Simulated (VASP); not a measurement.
Ti2RuC3:

```
Ti Ru C
1.0
     3.81701    0.00000    0.00000
    -1.90851    3.30563    0.00000
     0.00000    0.00000    7.25721
Ti Ru C
2 1 3
Direct
  0.00000 0.00000 0.16716
  0.00000 0.00000 0.83284
  0.00000 0.00000 0.50000
  0.50000 0.00000 0.50000
  0.00000 0.50000 0.50000
  0.50000 0.50000 0.50000
```

The cell was built by a generator and needn't be a form met in nature.

| Item | Value |
| --- | --- |
| Program | VASP 6.6.1 |
| Task | relaxation of cell and atoms |
| Functional | PBE |
| Potentials or basis | VASP PAW PBE potentials, release 64 (Ti_sv, Ru_pv, C) |
| Cutoff | 520 eV |
| k mesh | 5 × 5 × 3 |
| Occupations | gaussian, width 0.15 eV |
| Spin | no spin polarisation |

At the start: pressure 19.0 GPa; volume 15.26 Å³/atom.

Q: How do energy, volume and symmetry change on relaxing?

A: Over 18 steps the energy falls by 237.6 meV/atom and the volume is 16.89 Å³/atom (+10.7 %); space group P6/mmm (No. 191, to 0.05 Å).

The path:
```
step  energy change (eV)  largest force (eV/Å)  pressure (GPa)  volume (Å³)
   1              0.0000                1.1750           19.02        91.57
   2              0.7558                1.2606          -28.67       117.63
   3             -0.6310                1.1504           -1.21       103.56
   4             -0.7054                0.6638           -0.99       103.81
   5             -0.7489                0.7024           -1.05       103.59
   6             -0.9658                1.7607           -1.62       102.96
   7             -1.1805                4.5146            3.94       101.69
   8             -1.1853                2.2495           -2.05       102.60
   9             -1.4058                0.5454           -0.59       102.14
  10             -1.4104                0.3114            0.23       102.03
  11             -1.4126                0.0298           -0.36       102.07
  12             -1.1812                4.6862            3.43       100.58
  13             -1.4152                0.2503            0.19       101.91
  14             -1.4161                0.3389            0.20       101.89
  15             -1.4165                0.0044           -1.44       102.02
  16             -1.4230                0.1732           -0.75       101.96
  17             -1.4163                0.5788            0.55       100.10
  18             -1.4254                0.0651           -0.16       101.34
```

Final structure:
```yaml
crystal:
  lattice:
    - [3.99930, 0.00000, 0.00000]
    - [-1.99965, 3.46350, 0.00000]
    - [0.00000, 0.00000, 7.31625]
  atoms:
    - { symbol: Ti, position: [0.00000, 0.00000, 0.13050] }
    - { symbol: Ti, position: [0.00000, 0.00000, 0.86950] }
    - { symbol: Ru, position: [0.00000, 0.00000, 0.50000] }
    - { symbol: C, position: [0.50000, 0.00000, 0.50000] }
    - { symbol: C, position: [0.00000, 0.50000, 0.50000] }
    - { symbol: C, position: [0.50000, 0.50000, 0.50000] }
```

Caveat: the k mesh is coarse (spacing up to 0.38 Å⁻¹), so the values aren't converged.
